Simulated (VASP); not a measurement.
The system is ZnS.

```
Zn S
1.0
     0.00000    2.72385    2.72385
     2.72385    0.00000    2.72385
     2.72385    2.72385    0.00000
Zn S
1 1
Cartesian
  0.0000 0.0000 0.0000
  4.0858 4.0858 4.0858
```

The cell is a database's computed one.

Base run:

```yaml
Program: VASP 6.6.1
Functional: r2SCAN
Potentials_or_basis: VASP PAW PBE potentials, release 64 (Zn, S)
Cutoff: 450 eV
k_mesh: 12 × 12 × 12
Occupations: gaussian, width 0.02 eV
Spin: no spin polarisation
```

Its results: band gap on the k mesh 2.56 eV, direct.

Task: The run is repeated on the same cell with these changes: functional from r2SCAN to PBE; cutoff from 450 eV to 300 eV. What comes out?

Result: Band gap on the k mesh 2.00 eV, direct.

r2SCAN gives the wider gap, since meta-GGAs in the generalised Kohn-Sham scheme recover part of the derivative discontinuity.
